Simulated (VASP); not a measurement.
Computed with revPBE GGA, VASP's PBE PAW potentials (set 64) (plane waves; VASP).

Input for VASP

**POSCAR**
```
WSi2
1
   -1.6192256690     1.6192256690     3.9422903819
    1.6192256690    -1.6192256690     3.9422903819
    1.6192256690     1.6192256690    -3.9422903819
Si W
2 1
Direct
  0.6656176939   0.6656176939   1.0000000000
  0.3343823061   0.3343823061   0.0000000000
  0.0000000000   0.0000000000   0.0000000000
```

KPOINTS:
```
Automatic mesh
0
Gamma
15 15 15
0 0 0
```

**INCAR**
```
! general
SYSTEM  = WSi2
PREC    = Accurate
ENCUT   = 520
LREAL   = .FALSE.
LASPH   = .TRUE.

! electronic loop
EDIFF   = 1E-7
NELM    = 100
ALGO    = Normal
LMAXMIX = 6

! smearing
ISMEAR  = -5

! functional
GGA     = RE

! ions
ISIF    = 2

! output
LWAVE   = .FALSE.
LCHARG  = .TRUE.
LORBIT  = 11
NEDOS   = 601

! other
LEFG    = .TRUE.
```

POTCAR, in this order: Si W_sv (PBE.64 set). Program: vasp_std.

Output

File OUTCAR:
```
 ion  position               nearest neighbor table
   1  0.666  0.666  0.000-   2 2.61   3 2.64   3 2.64   3 2.64   3 2.64   3 2.64   2 2.65   2 2.65
                             2 2.65   2 2.65
   2  0.334  0.334  0.000-   1 2.61   3 2.64   3 2.64   3 2.64   3 2.64   3 2.64   1 2.65   1 2.65
                             1 2.65   1 2.65
   3  0.000  0.000  0.000-   1 2.64   1 2.64   1 2.64   2 2.64   2 2.64   2 2.64   1 2.64   2 2.64
                             1 2.64   2 2.64
  LATTYP: Found a body centered tetragonal cell.
 ALAT       =     3.2384513380
 C/A-ratio  =     2.4346763131
 Subroutine PRICEL returns:
 Original cell was already a primitive cell.
 Subroutine GETGRP returns: Found 16 space group operations
The static configuration has the point symmetry D_4h.
The dynamic configuration has the point symmetry D_4h.
 Subroutine INISYM returns: Found 16 space group operations
 Subroutine IBZKPT returns following result:
 Found    288 irreducible k-points:

 Following reciprocal coordinates:
            Coordinates               Weight
  0.000000  0.000000  0.000000      1.000000
  0.066667 -0.000000  0.000000      8.000000
  0.133333 -0.000000  0.000000      8.000000
  0.200000 -0.000000  0.000000      8.000000
  0.266667 -0.000000  0.000000      8.000000
  0.333333 -0.000000  0.000000      8.000000
  0.400000 -0.000000  0.000000      8.000000
  0.466667 -0.000000  0.000000      8.000000
  0.066667  0.066667  0.000000      8.000000
  0.133333  0.066667  0.000000     16.000000
  0.200000  0.066667  0.000000     16.000000
  0.266667  0.066667  0.000000     16.000000
  0.333333  0.066667  0.000000     16.000000
  0.400000  0.066667  0.000000     16.000000
  0.466667  0.066667  0.000000     16.000000
 -0.466667  0.066667  0.000000     16.000000
 -0.400000  0.066667 -0.000000     16.000000
 -0.333333  0.066667  0.000000     16.000000
 -0.266667  0.066667 -0.000000     16.000000
...
```

File OSZICAR:
```
       N       E                     dE             d eps       ncg     rms          rms(c)
DAV:   1     0.126631817538E+03    0.12663E+03   -0.11132E+04  8648   0.147E+03
DAV:   2    -0.205826588922E+02   -0.14721E+03   -0.14581E+03  9921   0.358E+02
DAV:   3    -0.247320653997E+02   -0.41494E+01   -0.41083E+01 11602   0.517E+01
DAV:   4    -0.247615015458E+02   -0.29436E-01   -0.29418E-01  9872   0.515E+00
DAV:   5    -0.247618910722E+02   -0.38953E-03   -0.38871E-03 11755   0.587E-01    0.243E+01
DAV:   6    -0.239987181333E+02    0.76317E+00   -0.47408E+00 10418   0.160E+01    0.828E+00
DAV:   7    -0.239201037488E+02    0.78614E-01   -0.31451E-01  9767   0.329E+00    0.444E+00
DAV:   8    -0.238974963543E+02    0.22607E-01   -0.49606E-02 11195   0.203E+00    0.331E-01
DAV:   9    -0.238971281659E+02    0.36819E-03   -0.12587E-03 10306   0.306E-01    0.200E-01
DAV:  10    -0.238970665316E+02    0.61634E-04   -0.36068E-04 10845   0.191E-01    0.378E-02
DAV:  11    -0.238970581729E+02    0.83588E-05   -0.44445E-05 10992   0.557E-02    0.161E-02
DAV:  12    -0.238970593406E+02   -0.11677E-05   -0.19789E-06 10551   0.100E-02    0.381E-03
DAV:  13    -0.238970582270E+02    0.11135E-05   -0.35402E-07  9875   0.583E-03    0.566E-04
DAV:  14    -0.238970580729E+02    0.15411E-06   -0.14551E-08  5223   0.133E-03    0.383E-04
DAV:  15    -0.238970580861E+02   -0.13222E-07   -0.37267E-09  4880   0.693E-04
   1 F= -.23897058E+02 E0= -.23897058E+02  d E =0.000000E+00
```

File OUTCAR:
```
------------------------ aborting loop because EDIFF is reached ----------------------------------------
  FORCE on cell =-STRESS in cart. coord.  units (eV):
  Direction    XX          YY          ZZ          XY          YZ          ZX
  --------------------------------------------------------------------------------------
  Total        0.0172957      0.0172957     -0.0012641      0.0000000      0.0000000     -0.0000000
  in kB        0.6702328      0.6702328     -0.0489848      0.0000000      0.0000000     -0.0000000
  external PRESSURE =       0.4304936 kB  Pullay stress =       0.0000000 kB
  volume of cell :       41.35
      direct lattice vectors                 reciprocal lattice vectors
    -1.619225669  1.619225669  3.942290382     0.000000000  0.308789571  0.126829825
     1.619225669 -1.619225669  3.942290382     0.308789571  0.000000000  0.126829825
     1.619225669  1.619225669 -3.942290382     0.308789571  0.308789571  0.000000000
 POSITION                                       TOTAL-FORCE (eV/Angst)
 -----------------------------------------------------------------------------------
      0.00000      0.00000      5.24812         0.000000      0.000000     -0.031252
      0.00000      0.00000      2.63646        -0.000000     -0.000000      0.031252
      0.00000      0.00000      0.00000         0.000000      0.000000      0.000000
 -----------------------------------------------------------------------------------
    total drift:                               -0.000000      0.000000     -0.000000
  FREE ENERGIE OF THE ION-ELECTRON SYSTEM (eV)
  ---------------------------------------------------
  free  energy   TOTEN  =       -23.8970580861 eV

  energy  without entropy=      -23.8970580861  energy(sigma->0) =      -23.89705809

 total charge

# of ion       s       p       d       tot
------------------------------------------
    1        0.735   0.876   0.000   1.611
    2        0.735   0.876   0.000   1.611
    3        2.308   6.295   3.554  12.157
--------------------------------------------------
tot          3.779   8.047   3.554  15.380

 Electric field gradients after diagonalization (V/A^2)
 (convention: |V_zz| > |V_xx| > |V_yy|)
----------------------------------------------------------------------
 ion       V_xx      V_yy      V_zz     asymmetry (V_yy - V_xx)/ V_zz
----------------------------------------------------------------------
   1       4.688     4.688    -9.376       0.000
   2       4.688     4.688    -9.376       0.000
   3      67.982    67.982  -135.964       0.000
```
(Selected blocks of OUTCAR.)

For a metal the tetrahedron method with Blöchl corrections gives inexact stress and forces.

The compound is WSi2 in the MoSi2 type structure. It was relaxed first.
